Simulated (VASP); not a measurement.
An input for Quantum ESPRESSO's pw.x (written as the equivalent of a VASP run, and not itself run):

```
&CONTROL
  calculation = 'scf'
  pseudo_dir = './pseudo'
  outdir = './out'
  tprnfor = .true.
  tstress = .false.
/
&SYSTEM
  ibrav = 0
  nat = 6
  ntyp = 2
  ecutwfc = 86
  occupations = 'smearing'
  smearing = 'fermi-dirac'
  degauss = 0.003675
  input_dft = 'pbe0'
  nqx1 = 2
  nqx2 = 2
  nqx3 = 2
/
&ELECTRONS
  conv_thr = 7.3e-08
  electron_maxstep = 100
/
ATOMIC_SPECIES
  Si 28.085 Si.upf
  Se 78.971 Se.upf
CELL_PARAMETERS angstrom
    -3.4153010    4.8327250    3.0029730
     3.4153010   -4.8327250    3.0029730
     3.4153010    4.8327250   -3.0029730
ATOMIC_POSITIONS crystal
  Si   0.7500000  0.7500000  0.0000000
  Si   0.2500000  0.2500000  0.0000000
  Se   0.3736400  0.6892700  0.0629100
  Se   0.6263600  0.3107300  0.9370900
  Se   0.1263600  0.1892700  0.3156300
  Se   0.8736400  0.8107300  0.6843700
K_POINTS automatic
  2 2 2 0 0 0
```

Task: Write the VASP files for the same calculation (PBE0).

Result: Several could match; the one computed here: 
KPOINTS:
```
Automatic mesh
0
Gamma
2 2 2
0 0 0
```

### INCAR
```
SYSTEM  =  SiSe2
PREC  =  Accurate; ENCUT  =  300; LREAL  =  F
LASPH  =  T; ISYM  =  3
EDIFF  =  1E-6; NELM  =  100; ALGO  =  Normal
LMAXMIX  =  4
ISMEAR  =  -1; SIGMA  =  0.05
GGA  =  PE; LHFCALC  =  T; AEXX  =  0.25
HFRCUT  =  -1; PRECFOCK  =  Fast
ISIF  =  2
LWAVE  =  F; LCHARG  =  F
```

### POSCAR
```
SiSe2
9.665450
 -0.3533514735   0.5000000000   0.3106914836
  0.3533514735  -0.5000000000   0.3106914836
  0.3533514735   0.5000000000  -0.3106914836
Si Se
2 4
Cartesian
 -0.0000000000   0.0000000000   0.4660372254
  0.0000000000   0.0000000000   0.1553457418
  0.1337576668  -0.1263600000   0.3106914836
  0.2195938068   0.6263600000   0.0000000000
  0.1337576668   0.1263600000  -0.0000000000
  0.2195938068   0.3736400000   0.3106914836
```

POTCAR, in this order: Si Se (PBE.64 set). Program: vasp_std.

What does not carry over: the potentials are each code's own (VASP's PAW set, PseudoDojo norm-conserving files in pw.x), so ENCUT and ecutwfc are chosen apart and not converted; conv_thr bounds pw.x's estimated SCF error, while EDIFF bounds the energy change between steps; the singularity of exact exchange is treated differently by default.

The structure comes from a computed database's SiSe2 entry; how it stands against other phases isn't given here. The cell was not relaxed at this level. The k-mesh is coarse (spacing up to 0.70 per Å, 2π included), so the numbers may not be converged in it. The run is one of a series of settings (KPOINTS 2×2×2 Γ-centred mesh against the base run), some of them coarse on purpose.
